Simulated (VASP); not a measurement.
A run of VASP 6.6.1 is set up as follows.

Contents of INCAR:

```
PREC = Accurate
ENCUT = 520
EDIFF = 1E-6
ISMEAR = 0
SIGMA = 0.1
LREAL = F
LASPH = T
NELM = 150
ALGO = Normal
ISIF = 2
LWAVE = F
LCHARG = T
ISPIN = 2
MAGMOM = 1.95 1.95 1.95 0
LORBIT = 11
LMAXMIX = 4
GGA = PE
LELF = T
LVHAR = T
NBANDS = 34
```

The input KPOINTS:

```
Automatic mesh
0
Gamma
  14 14 14
```

The input POSCAR:

```
Mn3N
1.0
    3.4305499634      0.0000000000      0.0000000000
    0.0000000000      3.4305499634      0.0000000000
    0.0000000000      0.0000000000      3.4305499634
Mn N
3 1
Direct
    0.0000000000      0.5000000000      0.5000000000
    0.5000000000      0.0000000000      0.5000000000
    0.5000000000      0.5000000000      0.0000000000
    0.0000000000      0.0000000000      0.0000000000
```

Potentials or basis: VASP PAW PBE potentials, release 64 (Mn_pv, N).

The run is started by

```sh
$ cat potpaw_PBE.64/Mn_pv/POTCAR potpaw_PBE.64/N/POTCAR > POTCAR
$ mpirun -np 1 vasp_std > vasp.out
```

(1) Predict the net moment.

(2) What does it give for the band gap on the k mesh?

## Answers

(1) 5.63 μB per cell.

(2) none (metal or under the smearing width).
